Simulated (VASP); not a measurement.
Crystal: Fe2O3.

```xyz
10
Lattice="2.5190 1.4543 4.5907 -2.5190 1.4543 4.5907 0.0000 -2.9087 4.5907" Properties=species:S:1:pos:R:3 pbc="T T T"
Fe    0.0000    0.0000    4.8932
Fe    0.0000    0.0000    1.9928
Fe    0.0000    0.0000    8.8788
Fe    0.0000    0.0000   11.7792
O    -0.9779    1.4543    8.0337
O    -0.7706   -1.5740    8.0337
O     1.7484    0.1197    8.0337
O     0.9779   -1.4543    5.7383
O     0.7706    1.5740    5.7383
O    -1.7484   -0.1197    5.7383
```

```yaml
Program: VASP 6.6.1
Task: relaxation of cell and atoms
Functional: r2SCAN
Dispersion: rVV10
Potentials_or_basis: VASP PAW PBE potentials, release 64 (Fe, O)
Cutoff: 600 eV
k_mesh: 9 × 9 × 9
Occupations: methfessel-paxton, width 0.1 eV
Spin: collinear spin, ferromagnetic start
Starting_moments: "[4.0, 4.0, 4.0, 4.0, 0.0, 0.0, 0.0, 0.0, 0.0, 0.0] μB"
Hubbard_terms: Fe d U = 5.3 eV
```

At the start: pressure -1.5 GPa; volume 10.09 Å³/atom.

Question: How do energy, volume and symmetry change on relaxing?

Answer: Over 7 steps the energy falls by 5.3 meV/atom and the volume is 10.01 Å³/atom (-0.8 %); space group R-3c (No. 167, to 0.05 Å); moment 20.00 μB per cell.

Step by step:
| step | energy change (eV) | largest force (eV/Å) | pressure (GPa) | volume (Å³) |
| --- | --- | --- | --- | --- |
| 1 | 0.0000 | 0.5202 | -1.50 | 100.91 |
| 2 | -0.0499 | 0.0676 | 1.22 | 99.53 |
| 3 | -0.0500 | 0.0860 | 1.08 | 99.58 |
| 4 | -0.0514 | 0.0240 | -0.79 | 100.44 |
| 5 | -0.0524 | 0.0286 | -0.07 | 100.10 |
| 6 | -0.0528 | 0.0118 | -0.01 | 100.09 |
| 7 | -0.0529 | 0.0071 | 0.03 | 100.08 |

Final structure:
```
Fe O
1.0
     2.52068    1.45532    4.54696
    -2.52068    1.45532    4.54696
     0.00000   -2.91063    4.54696
Fe O
4 6
Direct
  0.35302 0.35302 0.35302
  0.14698 0.14698 0.14698
  0.64698 0.64698 0.64698
  0.85302 0.85302 0.85302
  0.55388 0.94612 0.25000
  0.25000 0.55388 0.94612
  0.94612 0.25000 0.55388
  0.44612 0.05388 0.75000
  0.75000 0.44612 0.05388
  0.05388 0.75000 0.44612
```

Caveat: the PAW data sets were made with another functional, which shifts forces and pressure a little; only a ferromagnetic start was run, and an antiferromagnetic order may lie lower in energy.
